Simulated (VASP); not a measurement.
Crystal: Rh.

```
Rh
1.0
     0.00000    1.89785    1.89785
     1.89785    0.00000    1.89785
     1.89785    1.89785    0.00000
Rh
1
Cartesian
  0.0000 0.0000 0.0000
```

```yaml
Program: VASP 6.6.1
Task: relaxation of cell and atoms
Functional: PBEsol
Potentials_or_basis: VASP PAW PBE potentials, release 64 (Rh_pv)
Cutoff: 600 eV
k_mesh: 16 × 16 × 16
Occupations: methfessel-paxton, width 0.1 eV
Spin: no spin polarisation
```

At the start: pressure -3.7 GPa; volume 13.67 Å³/atom.

Where does the relaxation end?

Over 3 steps the energy falls by 2.1 meV/atom and the volume is 13.50 Å³/atom (-1.3 %); space group Fm-3m (No. 225, to 0.05 Å).

The path:
| step | energy change (eV) | largest force (eV/Å) | pressure (GPa) | volume (Å³) |
| --- | --- | --- | --- | --- |
| 1 | 0.0000 | 0.0000 | -3.74 | 13.67 |
| 2 | 0.0125 | 0.0000 | 10.90 | 13.05 |
| 3 | -0.0021 | 0.0000 | -0.05 | 13.50 |

Final structure:
```cif
data_structure
_symmetry_space_group_name_H-M 'P 1'
_symmetry_Int_Tables_number 1
_cell_length_a 2.6725
_cell_length_b 2.6725
_cell_length_c 2.6725
_cell_angle_alpha 60.000
_cell_angle_beta 60.000
_cell_angle_gamma 60.000
_cell_volume 13.50
loop_
_atom_site_label
_atom_site_type_symbol
_atom_site_fract_x
_atom_site_fract_y
_atom_site_fract_z
_atom_site_occupancy
Rh1 Rh 0.00000 0.00000 0.00000 1
```

Caveat: the PAW data sets were made with another functional, which shifts forces and pressure a little.
